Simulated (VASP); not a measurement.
VASP runs on TiCo (CsCl type) share one base input (PBE GGA, plane waves, VASP's PBE PAW potentials (set 64)) and change the settings named in each case.

**INCAR**
```
SYSTEM  =  TiCo
PREC  =  Accurate; ENCUT  =  400; LREAL  =  F
LASPH  =  T
EDIFF  =  1E-6; NELM  =  100; ALGO  =  Normal
LMAXMIX  =  4
ISMEAR  =  1; SIGMA  =  0.1
GGA  =  PE
ISIF  =  2
LWAVE  =  F; LCHARG  =  F
```

POSCAR:
```
TiCo
2.990
  1.0000000000   0.0000000000   0.0000000000
  0.0000000000   1.0000000000   0.0000000000
  0.0000000000   0.0000000000   1.0000000000
Ti Co
1 1
Cartesian
  0.0000000000   0.0000000000   0.0000000000
  0.5000000000   0.5000000000   0.5000000000
```

### KPOINTS
```
Automatic mesh
0
gamma
  11 11 11
0 0 0
```

POTCAR, in this order: Ti_sv Co (PBE.64 set). Program: vasp_std.

```
change       E(σ→0) (eV/atom)  −TS (eV)  electronic steps
-----------  ----------------  --------  ----------------
base run              -7.8120    0.0002                15
NBANDS = 11               ___       ___                26
NBANDS = 12           -7.8120    0.0002                15
NBANDS = 18           -7.8120    0.0002                15
NBANDS = 28           -7.8120    0.0002                15
```

Problem. What belongs in the gaps?

Solution. 
- NBANDS = 11, E(σ→0) (eV/atom): -7.7937
- NBANDS = 11, −TS (eV): 0.0011

Left out are runs that ran out of time, are held back, or changed the cell or the kind of run, fixed moments of cells without a moment, rows past the twelfth, gaps on odd meshes, pressures of charged cells and columns that move by less than the noise.

The compound is TiCo in the CsCl type structure. The cell was not relaxed at this level. The run is not spin-polarised, so no magnetic state was tried. The electron count is odd and the run is not spin-polarised, which forces a metal.
